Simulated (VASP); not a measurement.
Output of a VASP run:

### OSZICAR
```
       N       E                     dE             d eps       ncg     rms          rms(c)
DAV:   1     0.110866425604E+03    0.11087E+03   -0.89136E+03   528   0.124E+03
DAV:   2    -0.104694894983E+01   -0.11191E+03   -0.10703E+03   615   0.290E+02
DAV:   3    -0.583424712423E+01   -0.47873E+01   -0.47751E+01   585   0.627E+01
DAV:   4    -0.586139453267E+01   -0.27147E-01   -0.27144E-01   575   0.458E+00
DAV:   5    -0.586155887785E+01   -0.16435E-03   -0.16434E-03   570   0.329E-01    0.624E+00
DAV:   6    -0.550336218741E+01    0.35820E+00   -0.67459E-01   701   0.107E+01    0.488E+00
DAV:   7    -0.548217811697E+01    0.21184E-01   -0.16278E-01   550   0.308E+00    0.212E+00
DAV:   8    -0.548301397103E+01   -0.83585E-03   -0.15002E-02   550   0.182E+00    0.244E-01
DAV:   9    -0.548314584682E+01   -0.13188E-03   -0.20180E-03   600   0.676E-01    0.508E-02
DAV:  10    -0.548321801249E+01   -0.72166E-04   -0.22855E-04   550   0.221E-01    0.456E-02
DAV:  11    -0.548326411266E+01   -0.46100E-04   -0.80413E-05   535   0.707E-02    0.135E-02
DAV:  12    -0.548326328027E+01    0.83238E-06   -0.68173E-06   620   0.392E-02
   1 F= -.60075545E+01 E0= -.60075545E+01  d E =-.600755E+01
```

### OUTCAR
```
------------------------ aborting loop because EDIFF is reached ----------------------------------------
 Edisp (eV)   -0.52429
  FORCE on cell =-STRESS in cart. coord.  units (eV):
  Direction    XX          YY          ZZ          XY          YZ          ZX
  --------------------------------------------------------------------------------------
  Total       0.01037     0.01037     0.01037     0.00000     0.00000    -0.00000
  in kB       0.28969     0.28969     0.28969     0.00000     0.00000    -0.00000
  external pressure =        0.29 kB  Pullay stress =        0.00 kB
  volume of cell :       57.34
      direct lattice vectors                 reciprocal lattice vectors
     0.000000000  3.060657674  3.060657674    -0.163363582  0.163363582  0.163363582
     3.060657674  0.000000000  3.060657674     0.163363582 -0.163363582  0.163363582
     3.060657674  3.060657674  0.000000000     0.163363582  0.163363582 -0.163363582
  FREE ENERGIE OF THE ION-ELECTRON SYSTEM (eV)
  ---------------------------------------------------
  free  energy   TOTEN  =        -6.0075545264 eV

  energy  without entropy=       -6.0075545264  energy(sigma->0) =       -6.00755453

 reached required accuracy - stopping structural energy minimisation
```
(Selected blocks of OUTCAR.)

File POSCAR:
```
CdSe
1
   -0.0000000000     3.0606576742     3.0606576742
    3.0606576742    -0.0000000000     3.0606576742
    3.0606576742     3.0606576742     0.0000000000
Cd Se
1 1
Direct
  0.0000000000   0.0000000000   0.0000000000
  0.2500000000   0.2500000000   0.2500000000
```

Question: Write an INCAR and KPOINTS that could have produced this output.

Answer: This is not unique; one that fits is the input of the run itself, PBE GGA with D3 dispersion (zero damping), plane waves, VASP's PBE PAW potentials (set 64).

### INCAR
```
ISMEAR  =  0
LMAXMIX  =  4
SYSTEM  =  CdSe
LREAL  =  .FALSE.
PREC  =  Accurate
IVDW  =  11
NSW  =  60
EDIFF  =  1E-6   # SCF stop (eV)
EDIFFG  =  -0.01   # ionic stop
ENCUT  =  520
SIGMA  =  0.05
LWAVE  =  .FALSE.
LASPH  =  .TRUE.   # aspherical one-centre terms
LCHARG  =  .FALSE.
GGA  =  PE   # PBE
IBRION  =  2
NELM  =  100
ALGO  =  Normal   # blocked Davidson
ISIF  =  3
```

**KPOINTS**
```
Automatic mesh
0
Gamma
7 7 7
0 0 0
```

POTCAR, in this order: Cd Se (PBE.64 set). Program: vasp_std.

The compound is CdSe in the zinc blende structure, whereas wurtzite is the usual form. It was relaxed first. The start is the result of an earlier pass.
